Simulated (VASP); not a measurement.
# YZn (Pm-3m) in VASP: further runs

One crystal, YZn, is run at these levels: LDA; tasks: single point, relaxation of cell and atoms.

Everything below comes from runs of VASP 6.6.1. Logs are shortened: lines on timing, memory, paths and dates and some standing lists are left out, and cuts for length are marked.

### 1 The structure

It takes space group Pm-3m (No. 221, cubic). The conventional cell has a = 3.579 Å, b = 3.579 Å, c = 3.579 Å, α = 90.00°, β = 90.00°, γ = 90.00°. Y (site symmetry m-3m) has 8 Zn at 3.10 Å as nearest neighbours. Zn (site symmetry m-3m) is surrounded by 8 Y at 3.10 Å.

### 2 Single point, LDA (relaxed again under DFT LDA, scalar-relativistic, plane waves, PAW)

Input file INCAR:

```
SYSTEM = YZn
  PREC = Accurate
  ENCUT = 520
  EDIFF = 1E-7
  ISMEAR = 0
  SIGMA = 0.1
  LREAL = .False.
  LASPH = .True.
  NELM = 100
  ALGO = Fast
  ISIF = 2
  LWAVE = .False.
  LCHARG = .True.
  LELF = .True.
  LVHAR = .True.
  NBANDS = 18
```

Input file KPOINTS:

```
Automatic mesh
0
Gamma
  12 12 12
  0 0 0
```

Input file POSCAR:

```
YZn
1.0
    3.4744715951      0.0000000000      0.0000000000
    0.0000000000      3.4744715951      0.0000000000
    0.0000000000      0.0000000000      3.4744715951
Y Zn
1 1
Direct
    0.0000000000      0.0000000000      0.0000000000
    0.5000000000      0.5000000000      0.5000000000
```

Potentials or basis: VASP PAW LDA potentials, release 64 (Y_sv, Zn).

The run is started by

```console
$ cat potpaw_LDA.64/Y_sv/POTCAR potpaw_LDA.64/Zn/POTCAR > POTCAR
$ mpirun -np 1 vasp_std > vasp.out
```

OUTCAR:

```text
SYSTEM = YZn
   PREC = Accurate
   ENCUT = 520
   EDIFF = 1E-7
   ISMEAR = 0
   LREAL = .False.
   LASPH = .True.
   NELM = 100
   ISIF = 2

 ion  position               nearest neighbor table
   1  0.000  0.000  0.000-   2 3.01   2 3.01   2 3.01   2 3.01   2 3.01   2 3.01   2 3.01   2 3.01

   2  0.500  0.500  0.500-   1 3.01   1 3.01   1 3.01   1 3.01   1 3.01   1 3.01   1 3.01   1 3.01

  LATTYP: Found a simple cubic cell.
 ALAT       =     3.4744715951

  Lattice vectors:

 A1 = (   3.4744715951,   0.0000000000,   0.0000000000)
 A2 = (   0.0000000000,   3.4744715951,   0.0000000000)
 A3 = (   0.0000000000,   0.0000000000,   3.4744715951)

Analysis of symmetry for initial positions (statically):
=====================================================================
 Subroutine PRICEL returns:
 Original cell was already a primitive cell.

 Routine SETGRP: Setting up the symmetry group for a
 simple cubic supercell.

 Subroutine GETGRP returns: Found 48 space group operations
 (whereof 48 operations were pure point group operations)
 out of a pool of 48 trial point group operations.

The static configuration has the point symmetry O_h .

Analysis of symmetry for dynamics (positions and initial velocities):
=====================================================================
 Subroutine PRICEL returns:
 Original cell was already a primitive cell.

 Routine SETGRP: Setting up the symmetry group for a
 simple cubic supercell.

 Subroutine GETGRP returns: Found 48 space group operations
 (whereof 48 operations were pure point group operations)
 out of a pool of 48 trial point group operations.

The dynamic configuration has the point symmetry O_h .

 Subroutine INISYM returns: Found 48 space group operations
 (whereof 48 operations are pure point group operations),
 and found     1 'primitive' translations

----------------------------------------------------------------------------------------

                                     Primitive cell

  volume of cell :      41.9437

  direct lattice vectors                    reciprocal lattice vectors
     3.474471595  0.000000000  0.000000000     0.287813549  0.000000000  0.000000000
     0.000000000  3.474471595  0.000000000     0.000000000  0.287813549  0.000000000
     0.000000000  0.000000000  3.474471595     0.000000000  0.000000000  0.287813549

  length of vectors
     3.474471595  3.474471595  3.474471595     0.287813549  0.287813549  0.287813549

  position of ions in fractional coordinates (direct lattice)
     0.000000000  0.000000000  0.000000000
     0.500000000  0.500000000  0.500000000

  ion indices of the primitive-cell ions
   primitive index   ion index
                 1           1
                 2           2

----------------------------------------------------------------------------------------

 KPOINTS: Automatic mesh

Automatic generation of k-mesh.
 Grid dimensions read from file:
 generate k-points for:   12   12   12

 Generating k-lattice:

  Cartesian coordinates                     Fractional coordinates (reciprocal lattice)
     0.023984462  0.000000000  0.000000000     0.083333333  0.000000000  0.000000000
     0.000000000  0.023984462  0.000000000     0.000000000  0.083333333  0.000000000
     0.000000000  0.000000000  0.023984462     0.000000000  0.000000000  0.083333333

  Length of vectors
     0.023984462  0.023984462  0.023984462

  Shift w.r.t. Gamma in fractional coordinates (k-lattice)
     0.000000000  0.000000000  0.000000000

 Subroutine IBZKPT returns following result:
 ===========================================

 Found     84 irreducible k-points:

 Following reciprocal coordinates:
            Coordinates               Weight
  0.000000  0.000000  0.000000      1.000000
  0.083333  0.000000  0.000000      6.000000
  0.166667  0.000000  0.000000      6.000000
  0.250000  0.000000  0.000000      6.000000
  0.333333  0.000000  0.000000      6.000000
  0.416667  0.000000  0.000000      6.000000
[... 16 lines left out ...]
  0.333333  0.333333  0.000000     12.000000
  0.416667  0.333333  0.000000     24.000000
 [... further k-points ...]
   k-points           NKPTS =     84   k-points in BZ     NKDIM =     84   number of bands    NBANDS=     18
   number of dos      NEDOS =    301   number of ions     NIONS =      2
   total plane-waves  NPLWV =  21952
   dimension x,y,z NGX =    28 NGY =   28 NGZ =   28
   dimension x,y,z NGXF=    56 NGYF=   56 NGZF=   56
   ions per type =               1   1
   NGX,Y,Z   is equivalent  to a cutoff of  13.40, 13.40, 13.40 a.u.
   NGXF,Y,Z  is equivalent  to a cutoff of  26.79, 26.79, 26.79 a.u.
 SYSTEM =  YZn
   PREC   = accura    normal or accurate (medium, high low for compatibility)
   ISTART =      0    job   : 0-new  1-cont  2-samecut
   ICHARG =      2    charge: 1-file 2-atom 10-const
   ISPIN  =      1    spin polarized calculation?
   LNONCOLLINEAR =      F non collinear calculations
   LSORBIT =      F    spin-orbit coupling
   LASPH  =      T    aspherical Exc in radial PAW
   ENCUT  =  520.0 eV  38.22 Ry    6.18 a.u.   6.46  6.46  6.46*2*pi/ulx,y,z
   NELM   =    100;   NELMIN=  2; NELMDL= -5     # of ELM steps
   EDIFF  = 0.1E-06   stopping-criterion for ELM
   LREAL  =      F    real-space projection
   EDIFFG = 0.1E-05   stopping-criterion for IOM
   NSW    =      0    number of steps for IOM
   IBRION =     -1    ionic relax: 0-MD 1-quasi-New 2-CG
   NFREE  =      0    steps in history (QN), initial steepest desc. (CG)
   ISIF   =      2    stress and relaxation
   ISYM   =      2    0-nonsym 1-usesym 2-fastsym
   POTIM  = 0.5000    time-step for ionic-motion
   TEBEG  =    0.0;   TEEND  =   0.0 temperature during run
   PSTRESS=    0.0 pullay stress
   NELECT =      23.0000    total number of electrons
   NUPDOWN=      -1.0000    fix difference up-down
   EMIN   =  10.00;   EMAX   =-10.00  energy-range for DOS
   EFERMI =   0.00;   METHOD = LEGACY
   ISMEAR =     0;   SIGMA  =   0.10  broadening in eV -4-tet -1-fermi 0-gaus
   EFERMI_NEDOS =   21; number of points for ismear=-14 and -15
   IALGO  =     68    algorithm
   IMIX   =      4    mixing-type and parameters
     AMIX     =   0.40;   BMIX     =  1.00
     AMIX_MAG =   1.60;   BMIX_MAG =  1.00
  volume/ion in A,a.u.               =      20.97       141.52
  Fermi-wavevector in a.u.,A,eV,Ry     =   1.339971  2.532178 24.429558  1.795522
  Thomas-Fermi vector in A             =   2.468321
   LORBIT       =      0    0 simple, 1 ext, 2 COOP (PROOUT), +10 PAW based schemes
   GGA     = CA    functional components
   LHFCALC =     F    Hartree Fock is set to
   AEXX    =    0.0000 exact exchange contribution
   IVDW    =     0    specifies the selected vdW correction
   LEPSILON=     F    determine dielectric tensor
   LRPA    =     F    only Hartree local field effects (RPA)
 non-spin polarized calculation
 RMM-DIIS sequential band-by-band and
 Gauss-broadening in eV      SIGMA  =   0.10
  energy-cutoff  :      520.00
  volume of cell :       41.94
 maximum number of plane-waves:      1146
 NGX is ok and might be reduce to    28
   NGX = 13   NGY = 13   NGZ = 13

 number of electron      23.0000011 magnetization

 Free energy of the ion-electron system (eV)
  ---------------------------------------------------
  ext. energy  EPLUGINS =         0.00000000
  ---------------------------------------------------
  free energy    TOTEN  =        -9.56475762 eV

  energy without entropy =       -9.55212286  energy(sigma->0) =       -9.55844024

 E-fermi :   3.4448     XC(G=0): -10.9995

 val. band max:        3.4422614440   @ k =   0.2500   0.2500   0.0000
 cond. band min:       3.4472839086   @ k =   0.3333   0.3333   0.0000
 fundamental gap:      0.0050224646
 Fermi energy:         3.4448063262

 k-point     1 :       0.0000    0.0000    0.0000
  band No.  band energies     occupation
      1     -38.8033      2.00000
      2     -18.7622      2.00000
      3     -18.7622      2.00000
      4     -18.7622      2.00000
      5      -3.8798      2.00000
      6      -3.8798      2.00000
[... 10 lines left out ...]
     17       8.4534      0.00000
     18       8.4534      0.00000

 k-point     2 :       0.0833    0.0000    0.0000
  band No.  band energies     occupation
      1     -38.8009      2.00000
      2     -18.7948      2.00000
      3     -18.7595      2.00000
      4     -18.7595      2.00000
      5      -3.8743      2.00000
      6      -3.8643      2.00000
[... 10 lines left out ...]
     17       9.2604      0.00000
     18       9.2604      0.00000

 k-point     3 :       0.1667    0.0000    0.0000
  band No.  band energies     occupation
      1     -38.7945      2.00000
      2     -18.8825      2.00000
      3     -18.7522      2.00000
      4     -18.7522      2.00000
      5      -3.8594      2.00000
      6      -3.8228      2.00000
[... 10 lines left out ...]
     17      10.2790      0.00000
     18      10.2790      0.00000

 k-point     4 :       0.2500    0.0000    0.0000
  band No.  band energies     occupation
      1     -38.7856      2.00000
      2     -18.9998      2.00000
      3     -18.7422      2.00000
      4     -18.7422      2.00000
      5      -3.8389      2.00000
      6      -3.7676      2.00000
[... 10 lines left out ...]
     17      11.3333      0.00000
     18      11.3338      0.00000

 k-point     5 :       0.3333    0.0000    0.0000
  band No.  band energies     occupation
      1     -38.7768      2.00000
      2     -19.1142      2.00000
      3     -18.7322      2.00000
      4     -18.7322      2.00000
      5      -3.8184      2.00000
      6      -3.7141      2.00000
[... 10 lines left out ...]
     17      12.2864      0.00000
     18      12.4256      0.00000

 k-point     6 :       0.4167    0.0000    0.0000
  band No.  band energies     occupation
      1     -38.7702      2.00000
      2     -19.1961      2.00000
      3     -18.7248      2.00000
      4     -18.7248      2.00000
      5      -3.8034      2.00000
      6      -3.6760      2.00000
[... 10 lines left out ...]
     17      11.7455      0.00000
     18      13.5842      0.00000

 k-point     7 :       0.5000    0.0000    0.0000
  band No.  band energies     occupation
      1     -38.7678      2.00000
      2     -19.2258      2.00000
      3     -18.7221      2.00000
      4     -18.7221      2.00000
      5      -3.7978      2.00000
      6      -3.6775      2.00000
[... 10 lines left out ...]
     17      11.5597      0.00000
     18      13.3642      0.00000

 k-point     8 :       0.0833    0.0833    0.0000
  band No.  band energies     occupation
      1     -38.7986      2.00000
      2     -18.7948      2.00000
      3     -18.7890      2.00000
      4     -18.7568      2.00000
      5      -3.8644      2.00000
      6      -3.8525      2.00000
[... 10 lines left out ...]
     17       9.1711      0.00000
     18       9.7427      0.00000
[... 229 lines left out ...]
     17       9.7041      0.00000
     18      12.6419      0.00000

 k-point    20 :       0.3333    0.2500    0.0000
  band No.  band energies     occupation
      1     -38.7597      2.00000
      2     -19.0802      2.00000
      3     -18.9539      2.00000
      4     -18.7110      2.00000
      5      -3.7935      2.00000
      6      -3.7710      2.00000
[... 10 lines left out ...]
     17      10.0686      0.00000
     18      12.8570      0.00000

 k-point    21 :       0.4167    0.2500    0.0000
  band No.  band energies     occupation
      1     -38.7533      2.00000
      2     -19.1585      2.00000
      3     -18.9433      2.00000
      4     -18.7033      2.00000
      5      -3.7928      2.00000
      6      -3.7832      2.00000
[... 10 lines left out ...]
     17      10.7041      0.00000
     18      12.3327      0.00000

 k-point    22 :       0.5000    0.2500    0.0000
  band No.  band energies     occupation
      1     -38.7510      2.00000
      2     -19.1869      2.00000
      3     -18.9394      2.00000
      4     -18.7005      2.00000
      5      -3.7949      2.00000
      6      -3.7850      2.00000
[... 10 lines left out ...]
     17      11.4033      0.00000
     18      11.7306      0.00000

 k-point    23 :       0.3333    0.3333    0.0000
  band No.  band energies     occupation
      1     -38.7511      2.00000
      2     -19.0701      2.00000
      3     -19.0540      2.00000
      4     -18.7003      2.00000
      5      -3.8148      2.00000
      6      -3.7892      2.00000
[... 10 lines left out ...]
     17      10.0342      0.00000
     18      12.4721      0.00000

 k-point    24 :       0.4167    0.3333    0.0000
  band No.  band energies     occupation
      1     -38.7448      2.00000
      2     -19.1395      2.00000
      3     -19.0490      2.00000
      4     -18.6925      2.00000
      5      -3.8373      2.00000
      6      -3.7950      2.00000
[... 10 lines left out ...]
     17      10.4292      0.00000
     18      12.0040      0.00000

 [... further k-points ...]

------------------------ aborting loop because EDIFF is reached ----------------------------------------

  FORCE on cell =-STRESS in cart. coord.  units (eV):
  Direction    XX          YY          ZZ          XY          YZ          ZX
  --------------------------------------------------------------------------------------
  -------------------------------------------------------------------------------------
  Total        0.0166838      0.0166838      0.0166838      0.0000000      0.0000000      0.0000000
  in kB        0.6372936      0.6372936      0.6372936      0.0000000      0.0000000      0.0000000
  external PRESSURE =       0.6372936 kB  Pullay stress =       0.0000000 kB

 VOLUME and BASIS-vectors are now :
 -----------------------------------------------------------------------------
  energy-cutoff  :      520.00
  volume of cell :       41.94
      direct lattice vectors                 reciprocal lattice vectors
     3.474471595  0.000000000  0.000000000     0.287813549  0.000000000  0.000000000
     0.000000000  3.474471595  0.000000000     0.000000000  0.287813549  0.000000000
     0.000000000  0.000000000  3.474471595     0.000000000  0.000000000  0.287813549

 POSITION                                       TOTAL-FORCE (eV/Angst)
 -----------------------------------------------------------------------------------
      0.00000      0.00000      0.00000         0.000000      0.000000      0.000000
      1.73724      1.73724      1.73724         0.000000      0.000000      0.000000
 -----------------------------------------------------------------------------------
    total drift:                                0.000000      0.000000      0.000000

  FREE ENERGIE OF THE ION-ELECTRON SYSTEM (eV)
  ---------------------------------------------------
  free  energy   TOTEN  =        -9.5647576203 eV

  energy  without entropy=       -9.5521228612  energy(sigma->0) =       -9.55844024
```

Run time: 1.8 min. Hardware: 1 thread of Intel Xeon Platinum 8559C (Emerald Rapids), shared host; peak memory 0.2 GiB.

Results:

- Free energy: -9.5648 eV
- Pressure: 0.1 GPa
- Band gap on the k mesh: none (metal or under the smearing width)

### 3 Relaxation of cell and atoms, LDA

Input file INCAR:

```
SYSTEM = YZn
  ALGO = Fast
  EDIFF = 1E-6
  EDIFFG = -0.005
  ENCUT = 600
  IBRION = 2
  ISIF = 3
  ISMEAR = 0
  LASPH = .True.
  LCHARG = .False.
  LREAL = .False.
  LWAVE = .False.
  NELM = 100
  NSW = 70
  PREC = Accurate
  SIGMA = 0.1
```

Input file KPOINTS:

```
k-points
0
Gamma
  12 12 12
  0 0 0
```

Input file POSCAR:

```
YZn
1.0
    3.5786680717      0.0000000000      0.0000000000
    0.0000000000      3.5786680717      0.0000000000
    0.0000000000      0.0000000000      3.5786680717
Y Zn
1 1
Direct
    0.0000000000      0.0000000000      0.0000000000
    0.5000000000      0.5000000000      0.5000000000
```

Potentials or basis: VASP PAW LDA potentials, release 64 (Y_sv, Zn).

The run is started by

```console
$ cat potpaw_LDA.64/Y_sv/POTCAR potpaw_LDA.64/Zn/POTCAR > POTCAR
$ mpirun -np 1 vasp_std > vasp.out
```

Wall time 4.7 min (1 thread of Intel Xeon Platinum 8559C (Emerald Rapids), shared host); peak memory 0.24 GiB.

The run converged. Its results:

| Property | Result |
| --- | --- |
| Free energy | -9.5653 eV |
| Relaxed volume | 20.98 Å³/atom |
| Relaxed cell | a = 3.475 Å, b = 3.475 Å, c = 3.475 Å, α = 90.00°, β = 90.00°, γ = 90.00° |
| Space group after relaxing (to 0.05 Å) | Pm-3m (No. 221) |
| Energy gained by relaxing | 34.6 meV/atom |
| Ionic steps | 3 |
| Pressure after relaxing | 0.0 GPa |
| Band gap on the k mesh | none (metal or under the smearing width) |

Step by step:
```csv
step,energy change (eV),largest force (eV/Å),pressure (GPa),volume (Å³)
1,0.0000,0.0000,-5.33,45.83
2,-0.0636,0.0000,1.84,40.96
3,-0.0693,0.0000,0.01,41.96
```

Final structure:
```cif
data_structure
_symmetry_space_group_name_H-M 'P 1'
_symmetry_Int_Tables_number 1
_cell_length_a 3.4748
_cell_length_b 3.4748
_cell_length_c 3.4748
_cell_angle_alpha 90.000
_cell_angle_beta 90.000
_cell_angle_gamma 90.000
_cell_volume 41.96
loop_
_atom_site_label
_atom_site_type_symbol
_atom_site_fract_x
_atom_site_fract_y
_atom_site_fract_z
_atom_site_occupancy
Y1 Y 0.00000 0.00000 0.00000 1
Zn1 Zn 0.50000 0.50000 0.50000 1
```

Levels at points of the mesh, in eV from the Fermi level:
```tsv
k point	band 8	band 9	band 10	band 11	band 12	band 13	band 14	band 15
(0.00, 0.00, 0.00)	-7.09	-7.09	-7.09	-0.10	-0.10	4.60	4.60	4.60
(0.50, 0.00, 0.00)	-7.11	-7.07	-4.10	-3.51	0.34	1.44	1.44	4.73
(0.50, 0.50, 0.00)	-7.20	-6.93	-4.16	-0.04	-0.04	0.22	2.98	2.98
(0.50, 0.50, 0.50)	-6.93	-6.93	-2.10	-2.10	-2.10	-0.40	5.79	5.79
```

LDA usually gives volumes a few per cent too small. Zero-point motion and thermal expansion aren't in these numbers.
